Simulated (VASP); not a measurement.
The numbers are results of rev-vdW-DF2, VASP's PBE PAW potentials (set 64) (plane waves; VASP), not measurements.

The input files of a VASP run:

File POSCAR:
```
CdF2
1.0
  0.0000000000   2.7186012485   2.7186012485
  2.7186012485   0.0000000000   2.7186012485
  2.7186012485   2.7186012485   0.0000000000
Cd F
1 2
Cartesian
  0.0000000000   0.0000000000   0.0000000000
  1.3593006243   1.3593006243   1.3593006243
  4.0779018728   4.0779018728   4.0779018728
```

**INCAR**
```
SYSTEM = CdF2
PREC = Accurate; ENCUT = 520; LREAL = F
LASPH = T
EDIFF = 1E-6; NELM = 100; ALGO = Normal
LMAXMIX = 4
ISMEAR = 0; SIGMA = 0.05
GGA = MK; LUSE_VDW = T; AGGAC = 0.0
PARAM1 = 0.1234568; PARAM2 = 0.7114; ZAB_VDW = -1.8867
IBRION = 2; NSW = 60; ISIF = 3
EDIFFG = -0.02
LWAVE = F; LCHARG = F
```

File KPOINTS:
```
Automatic mesh
0
Gamma
6 6 6
0 0 0
```

POTCAR, in this order: Cd F (PBE.64 set). Program: vasp_std.

Question: Estimate the energy per atom (σ→0).

Answer: 
```yaml
energy per atom (σ→0): -1.616 eV/atom
```

**OSZICAR**
```
...
DAV:   7    -0.487255636972E+01   -0.30142E-01   -0.82144E-01   545   0.956E+00    0.422E+00
DAV:   8    -0.485776527353E+01    0.14791E-01   -0.16945E-01   546   0.414E+00    0.739E-01
DAV:   9    -0.484795841123E+01    0.98069E-02   -0.40640E-02   667   0.243E+00    0.102E-01
DAV:  10    -0.484831068756E+01   -0.35228E-03   -0.30745E-03   547   0.696E-01    0.100E-01
DAV:  11    -0.484835252897E+01   -0.41841E-04   -0.15333E-04   581   0.178E-01    0.440E-02
DAV:  12    -0.484835635853E+01   -0.38296E-05   -0.69020E-05   545   0.825E-02    0.131E-02
DAV:  13    -0.484835652517E+01   -0.16664E-06   -0.23611E-06   538   0.151E-02
   1 F= -.48483565E+01 E0= -.48483565E+01  d E =-.484836E+01
```

The compound is CdF2 in the fluorite structure. It was relaxed first. The start is the result of an earlier pass.
